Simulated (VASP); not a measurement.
Consider the following.

```yaml
crystal:
  lattice:
    - [0.00000, 2.94401, 2.94401]
    - [2.94401, 0.00000, 2.94401]
    - [11.76096, 11.76096, 0.01510]
  atoms:
    - { symbol: In, position: [0.01009, 0.01009, 0.99243] }
    - { symbol: In, position: [0.99190, 0.99190, 0.25608] }
    - { symbol: As, position: [0.24871, 0.24871, 0.06347] }
    - { symbol: As, position: [0.23079, 0.23079, 0.32690] }
    - { symbol: As, position: [0.25057, 0.25057, 0.56207] }
    - { symbol: As, position: [0.26898, 0.26898, 0.79826] }
    - { symbol: Al, position: [0.99062, 0.99062, 0.50704] }
    - { symbol: Al, position: [0.00833, 0.00833, 0.74375] }
```

Method: PBEsol GGA, VASP's PBE PAW potentials (set 64) (plane waves; VASP). Run with 400 eV cut-off, 7×7×2 Γ-centred mesh, tetrahedra with Blöchl corrections, potentials In_d As Al.

Unless said otherwise, spin-orbit coupling is left out, though it shifts the bands of the heavy elements here.

Q: Estimate the energy per atom (σ→0), band gap (on the k-mesh) with the smallest direct gap where there is one.

A: 
```json
{
  "band gap (on the k-mesh)": "0.42 eV",
  "smallest direct gap (on the k-mesh)": "0.42 eV",
  "energy per atom (σ→0)": "-4.612 eV/atom"
}
```

The structure was generated: Al2In2As4 was put into an ordered model structure (R3m), which need not be its known phase. It was relaxed first.
